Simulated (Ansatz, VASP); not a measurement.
# Cross-check of Al12P28SO87 (glassy 30Al2O3-70P2O5 (mol %)) between VASP and Ansatz

Aim: how closely do two programs agree when they are given the same cell, functional and k mesh? Of the first pair: The structure shown is the start of the Ansatz relaxation below; VASP solves that cell, so the two are compared at the walk's first step.

Main program and level: Ansatz 0.2.0; plane waves, with VASP 6.6.1 beside it; single point at PBE.

### 1. Starting point

The cell holds 128 atoms: 12 Al, 28 P, 87 O and 1 S. Its edges and angles: a = 11.925 Å, b = 11.925 Å, c = 11.925 Å, α = 90.0°, β = 90.0°, γ = 90.0°. It derives from Al3P7O22 (glassy 30Al2O3-70P2O5 (mol %)). As first built, before any earlier steps moved the atoms (in the runner's words): 128 atoms (12 Al, 28 P, 88 O) placed at random at 2.49 g/cm^3, melted at 4000 K for 10 ps at fixed volume with the Morse and Coulomb pair potential with partial charges (Pedone, Malavasi, Menziani, Cormack and Segre, J. Phys. Chem. B 110, 11780 (2006)). Quenched from 4000 K to 300 K at 100 K/ps and fixed volume, held 10 ps at zero pressure. Nearest the centre at fractional (0.473, 0.748, 0.819): S128 at 0.00 Å, P21 at 1.49 Å, O49 at 2.54 Å, O119 at 2.55 Å, O48 at 2.58 Å, O41 at 2.62 Å, O59 at 2.63 Å, P39 at 2.72 Å.

### 2. Ansatz: relaxation, PBE

Ansatz runs on its default PAW (the set named soft_2) files.

The two programs are compared at the cell with which this relaxation starts, whose forces are those of its first step.

Input file input.yaml:

```yaml
crystal:
  lattice:
    - [11.92456, 0.0, 0.0]
    - [0.0, 11.92456, 0.0]
    - [0.0, 0.0, 11.92456]
  atoms:
    - { symbol: Al, position: [0.4087, 0.02997, 0.03613] }
    - { symbol: Al, position: [0.50114, 0.1647, 0.31889] }
[... 6 atom lines left out ...]
    - { symbol: Al, position: [0.26917, 0.49442, 0.91436] }
[... 1 atom line left out ...]
    - { symbol: Al, position: [0.74646, 0.86296, 0.8716] }
    - { symbol: Al, position: [0.7117, 0.50508, 0.62709] }
[... 1 atom line left out ...]
    - { symbol: P, position: [0.22315, 0.87173, 0.7844] }
[... 1 atom line left out ...]
    - { symbol: P, position: [0.14822, 0.80672, 0.02184] }
[... 4 atom lines left out ...]
    - { symbol: P, position: [0.49782, 0.82155, 0.91607], spin: 0.6 }
    - { symbol: P, position: [0.62618, 0.4588, 0.06242] }
    - { symbol: P, position: [0.49351, 0.14397, 0.65376] }
[... 4 atom lines left out ...]
    - { symbol: P, position: [0.79561, 0.50516, 0.88652] }
[... 1 atom line left out ...]
    - { symbol: P, position: [0.65154, 0.76145, 0.63235] }
[... 1 atom line left out ...]
    - { symbol: P, position: [0.43581, 0.6398, 0.0724] }
[... 3 atom lines left out ...]
    - { symbol: P, position: [0.34025, 0.55066, 0.67802] }
[... 2 atom lines left out ...]
    - { symbol: P, position: [0.39989, 0.79996, 0.60908] }
[... 1 atom line left out ...]
    - { symbol: O, position: [0.52887, 0.81925, 0.6187] }
[... 1 atom line left out ...]
    - { symbol: O, position: [0.67395, 0.47914, 0.93091] }
[... 4 atom lines left out ...]
    - { symbol: O, position: [0.43428, 0.93573, 0.91931] }
    - { symbol: O, position: [0.44706, 0.76346, 0.02938] }
    - { symbol: O, position: [0.46993, 0.05101, 0.57526] }
[... 2 atom lines left out ...]
    - { symbol: O, position: [0.53436, 0.00558, 0.1085] }
[... 5 atom lines left out ...]
    - { symbol: O, position: [0.33313, 0.87196, 0.7017] }
[... 1 atom line left out ...]
    - { symbol: O, position: [0.74004, 0.01059, 0.85547] }
    - { symbol: O, position: [0.35535, 0.37026, 0.91714] }
    - { symbol: O, position: [0.34071, 0.57674, 0.01836] }
    - { symbol: O, position: [0.41685, 0.14172, 0.75915] }
[... 8 atom lines left out ...]
    - { symbol: O, position: [0.63734, 0.63632, 0.62926] }
    - { symbol: O, position: [0.71717, 0.79992, 0.52342] }
[... 6 atom lines left out ...]
    - { symbol: O, position: [0.83863, 0.61577, 0.93377] }
    - { symbol: O, position: [0.70938, 0.81304, 0.731] }
[... 2 atom lines left out ...]
    - { symbol: O, position: [0.45175, 0.49889, 0.68168] }
    - { symbol: O, position: [0.24985, 0.50268, 0.59919] }
    - { symbol: O, position: [0.8693, 0.83426, 0.93517] }
[... 4 atom lines left out ...]
    - { symbol: O, position: [0.77815, 0.50979, 0.7576] }
[... 5 atom lines left out ...]
    - { symbol: O, position: [0.28575, 0.57897, 0.79147] }
[... 1 atom line left out ...]
    - { symbol: O, position: [0.21113, 0.99392, 0.81125] }
    - { symbol: O, position: [0.45979, 0.63121, 0.41599] }
    - { symbol: O, position: [0.55262, 0.58899, 0.06879] }
[... 1 atom line left out ...]
    - { symbol: O, position: [0.37505, 0.85121, 0.49091] }
[... 6 atom lines left out ...]
    - { symbol: O, position: [0.39678, 0.67203, 0.19752] }
    - { symbol: O, position: [0.35306, 0.6829, 0.6143] }
[... 6 atom lines left out ...]
    - { symbol: S, position: [0.47297, 0.74812, 0.81858], spin: 0.6 }
[... 1 atom line left out ...]
    - { symbol: O, position: [0.13137, 0.46192, 0.92636] }
[... 3 atom lines left out ...]
    - { symbol: O, position: [0.05864, 0.49112, 0.19898] }
    - { symbol: O, position: [0.12855, 0.81855, 0.71479] }
[... 1 atom line left out ...]
    - { symbol: O, position: [0.94707, 0.97018, 0.4393] }
magnetization:
  spin_polarized: true
kpoints:
  mp_grid: { grid: [1, 1, 1] }
hamiltonian:
  xc: pbe
scf:
  occupations: { method: fermi_dirac, width: 0.025 }
  lower_state_search: "off"
output:
  forces: true
  eigenvalues: true
relax:
  f_tol: 0.05
  max_steps: 90
```

Run with:

```
$ ansatz run input.yaml --threads 4 --pin off --max-ram 8192MiB --backend cpu --events-out ev --progress --plain --runs-dir out
```

Numbers of over 12 decimals in the logs are rounded to 6 here.

Log:

```text
Engine: ansatz 0.2.0, aarch64-unknown-linux-gnu
Pseudopotentials: kind: paw
Pseudopotential: Al, paw, valence charge 3, recommended cutoff 420 eV (normal), Al.paw.azcp
Pseudopotential: P, paw, valence charge 5, recommended cutoff 420 eV (normal), P.paw.azcp
Pseudopotential: O, paw, valence charge 6, recommended cutoff 420 eV (normal), O.paw.azcp
Pseudopotential: S, paw, valence charge 6, recommended cutoff 420 eV (normal), S.paw.azcp
Functional definition: PBE
  parameter kappa = 0.804
  parameter beta = 0.066725
  exchange = pbe_x(kappa = kappa, mu = beta*pi^2/3)
  correlation = pbe_c(beta = beta)
Crystal: 128 atoms, lattice volume = 1695.614 Å³
Basis set: ecut = 420 eV, 33131 PW (Γ), exchange–correlation on 160×160×160 points (8 copies of the dense FFT grid, shifted against one another)
Bands: 481, of which v1, the nominal top of the filled ones, is band 352 counted from 1 (351 counted from 0)
Symmetry: 1 space group operations
Space group: P1 (ITA 1), of the structure as read, at distance tolerance 1.2e-4 Å
Magnetic group: BNS 1.1 (UNI 1), of the structure as read, at distance tolerance 1.2e-4 Å
k-points: 1
Non-local potential: Al, projectors of the file, l = 0: 2, l = 1: 2, l = 2: 1
Non-local potential: P, projectors of the file, l = 0: 2, l = 1: 2, l = 2: 2
Non-local potential: O, projectors of the file, l = 0: 2, l = 1: 2, l = 2: 1
Non-local potential: S, projectors of the file, l = 0: 2, l = 1: 2, l = 2: 2
PAW form: soft (Blöchl's): semilocal exchange-correlation on the pseudo side does not see the compensation charge
PAW one-centre angular grid: Al, 110 points (default); XC on 64 Gauss nodes
PAW one-centre angular grid: P, 110 points (default); XC on 64 Gauss nodes
PAW one-centre angular grid: O, 110 points (default); XC on 64 Gauss nodes
PAW one-centre angular grid: S, 110 points (default); XC on 64 Gauss nodes
Initial density: superposition of atomic densities (chi_scale 0.1, normalization cell, long waves kept (reshape's long-wave potential 0.44 eV rms))
Starting moments: Σ|m| = 1.2 μB on 2 of 128 sites
Initial wavefunctions: pseudopotential atomic-orbital guess
Functional: x = pbe(κ = 0.804, μ = 0.219515), c = pbe(β = 0.066725)
SCF iter   1: F=—  HF=-78010.903216 eV  |F-HF|=—  |Δ(HF+E_count)|=         —  Δρ=6.33e-2 (↑6.26e-2 ↓6.33e-2)  dr2=2.54e2  dr2_m=1.50e-1  M=0.000 μB ∫|m|=0.157 μB  β_m=0.30  ethr=3.10e-3  ⟨swp⟩=8.0  Hψ=5163  notcnv=0  defer=121
preconditioner: auto → Resta (q_TF=auto, 2.356 Å⁻¹)  ε∞=2.9  [insulator: Δε(μ)=5.346 eV  Ē_g=17.377 eV  σ=0.025 eV  W_gap=1.00  n_scr=388 (ndim 8)  ℏωp=23.9 eV  f_vac=0.089  D(μ)=0.00/eV (n_scr^D=0)  ε∞_Penn≈2.9]
spin=Collinear: Resta preconditioning applied to the charge; magnetization (m = ρ↑ − ρ↓) channel mixes plain (no charge-response kernel on spin).
SCF iter   2: F=—  HF=-77950.313297 eV  |F-HF|=—  |Δ(HF+E_count)|=    6.06e1  Δρ=2.98e-2 (↑2.92e-2 ↓2.98e-2)  dr2=5.65e1  dr2_m=7.24e-2  M=0.000 μB ∫|m|=0.118 μB  β_m=0.30  ethr=3.10e-3  ⟨swp⟩=4.0  Hψ=1797  notcnv=0  defer=248
SCF iter   3: F=—  HF=-77937.133398 eV  |F-HF|=—  |Δ(HF+E_count)|=    1.32e1  Δρ=1.58e-2 (↑1.55e-2 ↓1.58e-2)  dr2=8.42e0  dr2_m=3.60e-2  M=0.000 μB ∫|m|=0.095 μB  β_m=0.30  ethr=3.10e-3  ⟨swp⟩=4.5  Hψ=2547  notcnv=0  defer=250
SCF iter   4: F=—  HF=-77935.955412 eV  |F-HF|=—  |Δ(HF+E_count)|=    1.18e0  Δρ=3.35e-3 (↑3.35e-3 ↓3.01e-3)  dr2=5.70e-1  dr2_m=1.83e-2  M=0.000 μB ∫|m|=0.074 μB  β_m=0.30  ethr=1.20e-3  ⟨swp⟩=5.0  Hψ=1278  notcnv=0  defer=250
SCF iter   5: F=—  HF=-77935.987427 eV  |F-HF|=—  |Δ(HF+E_count)|=   3.20e-2  Δρ=1.96e-3 (↑1.96e-3 ↓1.59e-3)  dr2=1.71e-1  dr2_m=9.40e-3  M=0.000 μB ∫|m|=0.054 μB  β_m=0.30  ethr=8.09e-5  ⟨swp⟩=6.5  Hψ=1486  notcnv=0  defer=248
SCF iter   6: F=—  HF=-77936.025601 eV  |F-HF|=—  |Δ(HF+E_count)|=   3.82e-2  Δρ=1.07e-3 (↑1.07e-3 ↓9.74e-4)  dr2=4.13e-2  dr2_m=4.92e-3  M=0.000 μB ∫|m|=0.040 μB  β_m=0.30  ethr=2.43e-5  ⟨swp⟩=2.0  Hψ=1254  notcnv=0  defer=248
SCF iter   7: F=—  HF=-77936.047864 eV  |F-HF|=—  |Δ(HF+E_count)|=   2.23e-2  Δρ=5.71e-4 (↑5.35e-4 ↓5.71e-4)  dr2=7.50e-3  dr2_m=2.59e-3  M=0.000 μB ∫|m|=0.030 μB  β_m=0.30  ethr=5.86e-6  ⟨swp⟩=3.0  Hψ=1504  notcnv=0  defer=248
Mixer restart at iter 7: flushing history
spin-set hold released at iteration 7 (site moments contracting): the magnetisation degrees of freedom join the quasi-Newton model from the next iteration; the mixer history was flushed
SCF iter   8: F=—  HF=-77936.051100 eV  |F-HF|=—  |Δ(HF+E_count)|=   3.24e-3  Δρ=4.03e-4 (↑3.88e-4 ↓4.03e-4)  dr2=4.11e-3  dr2_m=1.37e-3  M=0.000 μB ∫|m|=0.027 μB  β_m=0.64  ethr=1.07e-6  ⟨swp⟩=2.0  Hψ=1122  notcnv=0  defer=248
SCF iter   9: F=—  HF=-77936.056343 eV  |F-HF|=—  |Δ(HF+E_count)|=   5.24e-3  Δρ=1.96e-4 (↑1.81e-4 ↓1.96e-4)  dr2=2.01e-3  dr2_m=4.58e-5  M=0.000 μB ∫|m|=0.007 μB  β_m=0.56  ethr=5.84e-7  ⟨swp⟩=2.0  Hψ=1384  notcnv=0  defer=248
[...]
- { symbol: P, position: [0.625424, 0.455591, 0.064707] }
    - { symbol: P, position: [0.493960, 0.143343, 0.653706] }
    - { symbol: P, position: [0.644968, 0.068781, 0.133862] }
    - { symbol: P, position: [0.982796, 0.340014, 0.658901] }
    - { symbol: P, position: [0.325619, 0.260965, 0.972758] }
    - { symbol: P, position: [0.695512, 0.856338, 0.401432] }
    - { symbol: P, position: [0.794278, 0.505732, 0.888662] }
    - { symbol: P, position: [0.092363, 0.977654, 0.420568] }
    - { symbol: P, position: [0.652834, 0.761186, 0.632236] }
    - { symbol: P, position: [0.847901, 0.054585, 0.458720] }
    - { symbol: P, position: [0.437137, 0.640394, 0.076703] }
    - { symbol: P, position: [0.499959, 0.523104, 0.369687] }
    - { symbol: P, position: [0.090370, 0.421620, 0.291987] }
    - { symbol: P, position: [0.158244, 0.195346, 0.543381] }
    - { symbol: P, position: [0.332355, 0.548810, 0.671829] }
    - { symbol: P, position: [0.287205, 0.741543, 0.237621] }
    - { symbol: P, position: [0.760885, 0.120179, 0.918805] }
    - { symbol: P, position: [0.399412, 0.797304, 0.607419] }
    - { symbol: P, position: [0.052537, 0.793806, 0.596349] }
    - { symbol: O, position: [0.529042, 0.816394, 0.612457] }
    - { symbol: O, position: [0.775029, 0.793351, 0.319503] }
    - { symbol: O, position: [0.673227, 0.477472, 0.933344] }
    - { symbol: O, position: [0.246233, 0.996455, 0.418555] }
    - { symbol: O, position: [0.741776, 0.981814, 0.419046] }
    - { symbol: O, position: [0.937831, 0.822531, 0.627680] }
    - { symbol: O, position: [0.191560, 0.148683, 0.658144] }
    - { symbol: O, position: [0.435756, 0.929545, 0.923482] }
    - { symbol: O, position: [0.459405, 0.768973, 0.050818] }
    - { symbol: O, position: [0.469799, 0.051272, 0.574429] }
    - { symbol: O, position: [0.243244, 0.250666, 0.474878] }
    - { symbol: O, position: [0.877510, 0.111484, 0.980664] }
    - { symbol: O, position: [0.533145, 0.00877725, 0.110002] }
    - { symbol: O, position: [0.027179, 0.309920, 0.774664] }
    - { symbol: O, position: [0.578408, 0.854291, 0.367327] }
    - { symbol: O, position: [0.459681, 0.269477, 0.605728] }
    - { symbol: O, position: [0.826350, 0.088140, 0.581820] }
    - { symbol: O, position: [0.093069, 0.960311, 0.294339] }
    - { symbol: O, position: [0.339336, 0.867851, 0.706400] }
    - { symbol: O, position: [0.418583, 0.174771, 0.990188] }
    - { symbol: O, position: [0.743578, 0.013392, 0.851025] }
    - { symbol: O, position: [0.355435, 0.372796, 0.918079] }
    - { symbol: O, position: [0.342804, 0.584822, 0.013017] }
    - { symbol: O, position: [0.417476, 0.140535, 0.759248] }
[...]
- { symbol: S, position: [0.491083, 0.698351, 0.824501] }
[...]
- { symbol: O, position: [0.132196, 0.463412, 0.931379] }
    - { symbol: O, position: [0.225423, 0.804444, 0.900216] }
    - { symbol: O, position: [0.475840, 0.468745, 0.261776] }
    - { symbol: O, position: [0.101443, 0.918713, 0.050031] }
    - { symbol: O, position: [0.057254, 0.487901, 0.193180] }
    - { symbol: O, position: [0.132868, 0.819596, 0.712588] }
    - { symbol: O, position: [0.239462, 0.772388, 0.113045] }
    - { symbol: O, position: [0.946862, 0.970976, 0.438923] }
```

### 3. VASP: single point, PBE, start cell, pair 1

The same cell, functional, mesh and smearing now go to VASP, with its own data sets.

Lines of VASP's logs that name or quote its potential files are left out, and so is its time.

Input file INCAR:

```
SYSTEM = Al12P28SO87
PREC = Accurate
ENCUT = 520
EDIFF = 1E-06
NELM = 200
ISMEAR = -1
SIGMA = 0.025
LREAL = Auto
ALGO = Normal
GGA = PE
NBANDS = 448
ISPIN = 2
MAGMOM = -0 0 0 -0 -0 -0 -0 -0 0 -0 -0 -0 -0 -0 0 -0 -0 0 0 -0 0 0 0 -0 -0 -0 0 0 -0 -0 0 0 -0 -0 0 0 0 0 -0 0 0 -0 -0 0 -0 -0 0 -0 0 -0 -0 0 0 0 -0 -0 -0 -0 0 -0 0 0 -0 0 -0 0 -0 0 0 0 -0 -0 0 0 -0 -0 -0 0 0 0 -0 0 0 0 -0 0 0 0 -0 0 -0 0 0 0 0 0 0 -0 -0 -0 -0 -0 -0 0 0 -0 -0 0 0 0 0 0 0 -0 0 -0 -0 0 -0 -0 -0 0 -0 0 0 0 0 -0
LORBIT = 11
LWAVE = .FALSE.
LCHARG = .FALSE.
ISIF = 2
LASPH = .TRUE.
GGA_COMPAT = .FALSE.
NCORE = 4
```

Input file POSCAR:

```
Al12P28SO87
1.0
   11.9245600000      0.0000000000      0.0000000000
    0.0000000000     11.9245600000      0.0000000000
    0.0000000000      0.0000000000     11.9245600000
Al P O S
12 28 87 1
Direct
    0.4087027110      0.0299717558      0.0361271192
    0.5011421805      0.1647020938      0.3188880764
[... 6 atom lines left out ...]
    0.2691671642      0.4944165655      0.9143565884
[... 1 atom line left out ...]
    0.7464594081      0.8629584656      0.8715961008
    0.7116992157      0.5050836257      0.6270923204
[... 1 atom line left out ...]
    0.2231528878      0.8717302777      0.7843979149
[... 1 atom line left out ...]
    0.1482234984      0.8067215897      0.0218372837
[... 4 atom lines left out ...]
    0.4978213033      0.8215481326      0.9160673434
    0.6261782405      0.4588009956      0.0624173974
    0.4935108717      0.1439717692      0.6537599710
[... 4 atom lines left out ...]
    0.7956100686      0.5051591002      0.8865232763
[... 1 atom line left out ...]
    0.6515376668      0.7614536721      0.6323503760
[... 1 atom line left out ...]
    0.4358064365      0.6397971917      0.0723968012
[... 3 atom lines left out ...]
    0.3402473550      0.5506618274      0.6780208242
[... 2 atom lines left out ...]
    0.3998889686      0.7999624305      0.6090790771
[... 1 atom line left out ...]
    0.5288664739      0.8192503539      0.6186978807
[... 1 atom line left out ...]
    0.6739535882      0.4791371757      0.9309106583
[... 4 atom lines left out ...]
    0.4342801747      0.9357326392      0.9193127461
    0.4470605205      0.7634579389      0.0293763460
    0.4699292888      0.0510123644      0.5752581227
[... 2 atom lines left out ...]
    0.5343593390      0.0055767257      0.1084987622
[... 5 atom lines left out ...]
    0.3331275955      0.8719567011      0.7017030398
[... 1 atom line left out ...]
    0.7400440771      0.0105915858      0.8554697196
    0.3553506377      0.3702610411      0.9171407582
    0.3407085880      0.5767424542      0.0183570715
    0.4168539552      0.1417159208      0.7591475073
[... 8 atom lines left out ...]
    0.6373400780      0.6363169794      0.6292559222
    0.7171669227      0.7999205002      0.5234239251
[... 6 atom lines left out ...]
    0.8386305239      0.6157711480      0.9337703026
    0.7093762789      0.8130362881      0.7310039113
[... 2 atom lines left out ...]
    0.4517483245      0.4988863321      0.6816771436
    0.2498540827      0.5026768283      0.5991919199
    0.8692983221      0.8342613899      0.9351707736
[... 4 atom lines left out ...]
    0.7781503049      0.5097882018      0.7575960874
[... 5 atom lines left out ...]
    0.2857463923      0.5789731445      0.7914673581
[... 1 atom line left out ...]
    0.2111272869      0.9939234655      0.8112500587
    0.4597905499      0.6312098727      0.4159901917
    0.5526241639      0.5889860926      0.0687907982
[... 1 atom line left out ...]
    0.3750494777      0.8512096044      0.4909111950
[... 6 atom lines left out ...]
    0.3967777427      0.6720331819      0.1975167218
    0.3530612450      0.6829015075      0.6143035886
[... 6 atom lines left out ...]
    0.6224799909      0.8340601247      0.9456701128
[... 1 atom line left out ...]
    0.2252074710      0.8059584588      0.9001422275
[... 3 atom lines left out ...]
    0.1285498165      0.8185459254      0.7147936695
    0.2389438269      0.7717433599      0.1130523894
[... 1 atom line left out ...]
    0.4729734263      0.7481198468      0.8185794696
```

Input file KPOINTS:

```
Automatic mesh
0
Gamma
1 1 1
0 0 0
```

The projector-augmented-wave data sets are Al, P, O and S (PBE family, release 64).

Run with:

```
$ mpirun -np 16 vasp_gam
```

Log:

```text
[banner, memory and clock lines left out]
running   16 mpi-ranks, on    1 nodes
[...]
LDA part: xc-table for (Slater+PW92), standard interpolation
 POSCAR, INCAR and KPOINTS ok, starting setup
[...]
entering main loop
       N       E                     dE             d eps       ncg     rms          rms(c)
DAV:   1     0.662051015664E+04    0.66205E+04   -0.42491E+05  1840   0.155E+03
DAV:   2    -0.480023282317E+03   -0.71005E+04   -0.68750E+04  2200   0.380E+02
DAV:   3    -0.103094108318E+04   -0.55092E+03   -0.54677E+03  2128   0.113E+02
DAV:   4    -0.104265473913E+04   -0.11714E+02   -0.11648E+02  2216   0.175E+01
[...]
DAV:  18    -0.907475105002E+03    0.74669E-05   -0.13562E-04  2320   0.338E-02    0.140E-02
DAV:  19    -0.907475109331E+03   -0.43291E-05   -0.59463E-05  2056   0.136E-02    0.160E-02
DAV:  20    -0.907475109312E+03    0.19580E-07   -0.17830E-06  1464   0.269E-03
   1 F= -.90747511E+03 E0= -.90747511E+03  d E =-.714605E-12  mag=     0.0000
```

Parts of OUTCAR (step 3):

```text
  Total       -3.5185581     25.3257640     19.3201741     -1.7502198     20.3635531     22.1436052
  in kB       -3.3246676     23.9301845     18.2555335     -1.6537737     19.2414169     20.9233791
  external PRESSURE =      12.9536835 kB  Pullay stress =       0.0000000 kB

 magnetization (x)
# of ion       s       p       d       tot
------------------------------------------
    1        0.000   0.000   0.000   0.000
    2       -0.000  -0.000   0.000  -0.000
    3        0.000   0.000   0.000   0.000
    4       -0.000  -0.000   0.000  -0.000
    5       -0.000  -0.000   0.000  -0.000
    6       -0.000  -0.000   0.000  -0.000
    7        0.000   0.000   0.000   0.000
    8        0.000   0.000   0.000   0.000
    9       -0.000  -0.000   0.000  -0.000
   10       -0.000  -0.000   0.000  -0.000
   11       -0.000  -0.000   0.000  -0.000
   12        0.000   0.000   0.000   0.000
   13       -0.000   0.000   0.000   0.000
[...]
--------------------------------------------------
tot          0.000  -0.000   0.000  -0.000

[... 3 further parts left out ...]
[key lines of the parts left out:]
E-fermi :   2.6917
```

The run ends at a pressure of 1.30 GPa, with forces up to 38 eV/Å.

### 4. Comparison

Known differences besides the potentials themselves: the cutoff is 420 eV in Ansatz and 520 eV in VASP (PREC = Accurate, projectors in real space). Total energies have different zeros and are not compared.

Forces on 8 of the 128 atoms, those with the largest forces and the largest differences (eV/Å; atoms numbered as in POSCAR):

| atom | Ansatz x, y, z | VASP x, y, z |
| --- | --- | --- |
| P21 | 7.271, 21.295, 27.898 | 7.126, 20.884, 27.394 |
| O41 | 0.215, 0.290, -0.775 | 0.220, 0.198, -0.774 |
| O48 | -0.316, 1.260, 0.848 | -0.287, 1.214, 0.874 |
| O49 | -0.225, -0.184, 1.753 | -0.189, -0.224, 1.688 |
| O59 | -0.410, 0.438, -0.437 | -0.454, 0.376, -0.447 |
| O66 | 0.002, 0.001, 0.011 | -0.040, 0.099, -0.055 |
| O119 | 1.148, 0.643, 0.838 | 1.064, 0.638, 0.808 |
| S128 | -7.180, -24.100, -29.393 | -7.034, -23.679, -28.822 |

The forces differ by 66 meV/Å r.m.s., which is 2.5 % of the r.m.s. force of 2.647 eV/Å (both taken over all components). Moments aren't recorded for both runs of this pair, so they may hold unlike magnetic states.

(Continued in part 2 of 2.)

[Lines on the potential files, build, host, timing and source positions are cut from VASP's logs without a mark.]

[Logs are printed without paths, hosts, clocks, repeated set-up lines and the standing remarks that a program may print on its own settings, such as how far it seeks lower states.]

[Hosts, paths, dates, database ids (printed as entryN), source tags and the programs' standing remarks are cut or masked in the printed files.]
